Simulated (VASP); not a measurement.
Consider the following.

```
Sr2Si
1.0
    7.26753     0.00000     0.00000
    0.00000     7.26753     0.00000
    0.00000     0.00000     7.26753
Sr Si
4 2
Direct
  0.75000   0.75000   0.75000
  0.75000   0.25000   0.25000
  0.25000   0.75000   0.25000
  0.25000   0.25000   0.75000
  0.00000   0.00000   0.00000
  0.50000   0.50000   0.50000
```

The numbers are results of PBE GGA, VASP's PBE PAW potentials (set 64) (plane waves; VASP), not measurements. Settings: 300 eV cut-off, 3×3×3 Γ-centred mesh, Fermi-Dirac smearing of 0.14 eV, potentials Sr_sv Si.

Question: Give the energies of bands 17 to 27 at the high-symmetry points, in eV from the Fermi level.

Answer: 
| band | Γ | X | M | R |
|---|---|---|---|---|
| 17 | -6.44 | -6.15 | -6.14 | -6.34 |
| 18 | -5.85 | -6.15 | -6.14 | -5.88 |
| 19 | -1.30 | -1.28 | -1.63 | -1.40 |
| 20 | -1.30 | -1.28 | -1.63 | -1.40 |
| 21 | -1.30 | -0.85 | -0.58 | -1.40 |
| 22 | -1.17 | -0.85 | -0.58 | -0.68 |
| 23 | 0.20 | -0.54 | -0.26 | -0.68 |
| 24 | 0.20 | -0.54 | -0.26 | -0.68 |
| 25 | 0.20 | 0.34 | 0.22 | 0.66 |
| 26 | 0.82 | 0.34 | 0.22 | 0.66 |
| 27 | 0.82 | 0.90 | 0.88 | 0.66 |

It has no gap at this level: it comes out as a metal or semimetal.

The structure was generated: Sr2Si was put into an ordered model structure, which need not be its known phase. The cell was not relaxed at this level.
